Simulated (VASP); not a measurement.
A run of VASP 6.6.1:

Contents of INCAR:

```
PREC = Accurate ; ENCUT = 600
EDIFF = 1E-7 ; ISMEAR = 0
SIGMA = 0.03 ; LREAL = F
LASPH = T ; NELM = 80
ALGO = Normal ; ISIF = 3
LWAVE = F ; LCHARG = F
METAGGA = R2SCAN ; LMIXTAU = T
IBRION = 2 ; NSW = 90
EDIFFG = -0.005
```

KPOINTS

```
regular mesh
0
Gamma
  8 8 8
```

The input POSCAR:

```
SrTiO3                                  
1.0
    3.9121963107     -0.0000000000      0.0000000000
   -0.0000000000      3.9121963107      0.0000000000
   -0.0000000000     -0.0000000000      3.9121963107
  Sr              Ti              O             
     1     1     3
Direct
     0.5000000000000000    0.5000000000000000    0.5000000000000000
     0.0000000000000000    0.0000000000000000    0.0000000000000000
     0.5000000000000000    0.0000000000000000    0.0000000000000000
     0.0000000000000000    0.5000000000000000    0.0000000000000000
     0.0000000000000000    0.0000000000000000    0.5000000000000000
```

Potentials or basis: VASP PAW PBE potentials, release 64 (Sr_sv, Ti_sv, O).

The run is started by

```bash
$ cat potpaw_PBE.64/Sr_sv/POTCAR potpaw_PBE.64/Ti_sv/POTCAR potpaw_PBE.64/O/POTCAR > POTCAR
$ mpirun -np 1 vasp_std > vasp.out
```

Hardware: 1 thread of Intel(R) Xeon(R) Platinum 8488C (Sapphire Rapids) (shared host).

**Question.** How long does it take, and how much memory?

**Answer.** Run time: 2.2 min on 1 thread of Intel(R) Xeon(R) Platinum 8488C (Sapphire Rapids) (shared host), peak memory 0.22 GiB. Counts: scf iterations 23, k points 35, ion steps 1.
